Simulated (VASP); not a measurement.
Ge: band structure with TB-mBJ

**The experiment to reproduce.**

“Temperature-dependent photoluminescence in Ge: experiment and theory”, 2020, arxiv:2003.00143 reports, for a bulk crystal of Ge at 0 K: band gap 0.744 eV (indirect).

Ge:

```
Ge
1.0
     0.00000    2.83700    2.83700
     2.83700    0.00000    2.83700
     2.83700    2.83700    0.00000
Ge
2
Cartesian
  0.0000 0.0000 0.0000
  1.4185 1.4185 1.4185
```

| Quantity | Value |
| --- | --- |
| Program | VASP 6.6.1 |
| Task | band structure |
| Functional | TB-mBJ |
| Potentials or basis | VASP PAW PBE potentials, release 64 (Ge_d) |
| Cutoff | 520 eV |
| k mesh | 10 × 10 × 10 |
| Occupations | gaussian, width 0.03 eV |
| Spin | no spin polarisation |
| Further INCAR settings | ALGO = Normal; EDIFF = 1e-06; NBANDS = 21 |

```yaml
Band_gap_on_the_k_mesh: 0.68 eV, direct
Band_gap_along_the_path: 0.68 eV, direct
```

Levels at the corners of the path, in eV from the valence-band top:
```csv
point,band 10,band 11,band 12,band 13,band 14,band 15,band 16,band 17,band 18,band 19
Γ,-24.82,-12.55,0.00,0.00,0.00,0.68,2.81,2.81,2.82,7.08
X,-24.80,-8.67,-8.67,-2.96,-2.96,1.23,1.23,9.95,9.96,12.13
X,-24.80,-8.67,-8.67,-2.96,-2.96,1.23,1.23,9.95,9.96,12.12
W,-24.79,-8.58,-8.58,-3.70,-3.70,4.69,4.69,5.06,5.06,11.31
W,-24.79,-8.58,-8.58,-3.70,-3.70,4.69,4.69,5.06,5.06,11.31
K,-24.78,-9.15,-8.08,-4.11,-2.53,1.62,4.45,7.66,7.67,8.46
K,-24.78,-9.15,-8.08,-4.11,-2.53,1.62,4.45,7.66,7.67,8.46
Γ,-24.82,-12.55,0.00,0.00,0.00,0.68,2.81,2.81,2.82,7.08
Γ,-24.82,-12.55,0.00,0.00,0.00,0.68,2.81,2.81,2.82,7.08
L,-24.81,-10.48,-7.34,-1.36,-1.36,0.69,4.02,4.02,7.75,11.05
L,-24.81,-10.48,-7.34,-1.36,-1.36,0.69,4.02,4.02,7.75,11.05
U,-24.78,-9.15,-8.08,-4.11,-2.53,1.62,4.45,7.66,7.67,8.46
U,-24.78,-9.15,-8.08,-4.11,-2.53,1.62,4.45,7.66,7.67,8.46
W,-24.79,-8.58,-8.58,-3.70,-3.70,4.69,4.69,5.06,5.06,11.31
W,-24.79,-8.58,-8.58,-3.70,-3.70,4.69,4.69,5.06,5.06,11.31
L,-24.81,-10.48,-7.34,-1.36,-1.36,0.69,4.02,4.02,7.75,11.05
L,-24.81,-10.48,-7.34,-1.36,-1.36,0.69,4.02,4.02,7.75,11.05
K,-24.78,-9.15,-8.08,-4.11,-2.53,1.62,4.45,7.66,7.67,8.46
U,-24.78,-9.15,-8.08,-4.11,-2.53,1.62,4.45,7.66,7.67,8.46
X,-24.80,-8.67,-8.67,-2.96,-2.96,1.23,1.23,9.95,9.96,12.13
```

Run time: 2.1 min on 1 thread of AMD EPYC 9R45 (Zen 5), on a shared host, peak memory 0.18 GiB.

A measured gap of Ge is 0.744 eV (indirect; 0 K; “Temperature-dependent photoluminescence in Ge: experiment and theory”, 2020, arxiv:2003.00143); the calculated 0.68 eV misses it by -0.07 eV. 3 values of this kind are on record (0.666 to 0.807 eV); this one was drawn at random among those near their median. Spin-orbit coupling on Ge is left out. The value is that of TB-mBJ, without temperature or zero-point motion.
